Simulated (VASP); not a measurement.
A run of VASP 6.6.1 is set up as follows.

Contents of INCAR:

```
PREC = Accurate
ENCUT = 520
EDIFF = 1E-6
ISMEAR = 0
SIGMA = 0.1
LREAL = False
LASPH = True
NELM = 100
ALGO = Normal
ISIF = 2
LWAVE = False
LCHARG = True
GGA = PE
LELF = True
LVHAR = True
NBANDS = 27
```

KPOINTS

```
regular mesh
0
Gamma
  6 6 6
```

The input POSCAR:

```
CaGeF2
1.0
    2.1629252594      1.2487654807      4.2433981776
   -2.1629252594      1.2487654807      4.2433981776
    0.0000000000     -2.4975309615      4.2433981776
Ca Ge F
1 1 2
Direct
    0.5000000000      0.5000000000      0.5000000000
    0.0000000000      0.0000000000      0.0000000000
    0.6758710663      0.6758710663      0.6758710663
    0.3241289337      0.3241289337      0.3241289337
```

Potentials or basis: VASP PAW PBE potentials, release 64 (Ca_sv, Ge_d, F).

Run with:

```console
$ cat potpaw_PBE.64/Ca_sv/POTCAR potpaw_PBE.64/Ge_d/POTCAR potpaw_PBE.64/F/POTCAR > POTCAR
$ mpirun -np 1 vasp_std > vasp.out
```

(1) Predict the pressure.

(2) Estimate the band gap on the k mesh.

(3) What does it give for the largest force?

Results:

(1) 0.1 GPa.

(2) none (metal or under the smearing width).

(3) 0.049 eV/Å.
